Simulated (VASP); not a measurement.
Ta:

```
Ta
1.0
    -1.65128    1.65128    1.65128
     1.65128   -1.65128    1.65128
     1.65128    1.65128   -1.65128
Ta
1
Direct
  0.00000 0.00000 0.00000
```

```yaml
Program: VASP 6.6.1
Task: relaxation of cell and atoms
Functional: PBE
Potentials_or_basis: VASP PAW PBE potentials, release 64 (Ta_pv)
Cutoff: 520 eV
k_mesh: 6 × 6 × 6
Occupations: gaussian, width 0.1 eV
Spin: no spin polarisation
```

At the start: pressure 5.5 GPa; volume 18.01 Å³/atom.

Problem. Where does the relaxation end?

Solution. Over 17 steps the energy falls by 8.7 meV/atom and the volume is 18.53 Å³/atom (+2.9 %); space group Im-3m (No. 229, to 0.05 Å).

The path:
| step | energy change (eV) | largest force (eV/Å) | pressure (GPa) | volume (Å³) |
| --- | --- | --- | --- | --- |
| 1 | 0.0000 | 0.0000 | 5.50 | 18.01 |
| 2 | 0.0298 | 0.0000 | -10.29 | 19.67 |
| 3 | -0.0087 | 0.0000 | -0.07 | 18.53 |
| 4 | -0.0087 | 0.0000 | 0.04 | 18.52 |
| 5 | -0.0087 | 0.0000 | 0.04 | 18.52 |
| 6 | -0.0087 | 0.0000 | 0.04 | 18.52 |
| 7 | -0.0087 | 0.0000 | 0.04 | 18.52 |
| 8 | -0.0087 | 0.0000 | 0.04 | 18.52 |
| 9 | -0.0087 | 0.0000 | 0.04 | 18.52 |
| 10 | -0.0087 | 0.0000 | 0.04 | 18.52 |
| 11 | -0.0087 | 0.0000 | 0.04 | 18.52 |
| 12 | -0.0087 | 0.0000 | 0.04 | 18.52 |
| 13 | -0.0087 | 0.0000 | 0.04 | 18.52 |
| 14 | -0.0087 | 0.0000 | 0.04 | 18.52 |
| 15 | -0.0087 | 0.0000 | 0.04 | 18.52 |
| 16 | -0.0087 | 0.0000 | 0.02 | 18.52 |
| 17 | -0.0087 | 0.0000 | 0.00 | 18.53 |

Final structure:
```yaml
crystal:
  lattice:
    - [-1.66689, 1.66689, 1.66689]
    - [1.66689, -1.66689, 1.66689]
    - [1.66689, 1.66689, -1.66689]
  atoms:
    - { symbol: Ta, position: [0.00000, 0.00000, 0.00000] }
```

Caveat: the k mesh is coarse (spacing up to 0.45 Å⁻¹), so the values aren't converged.
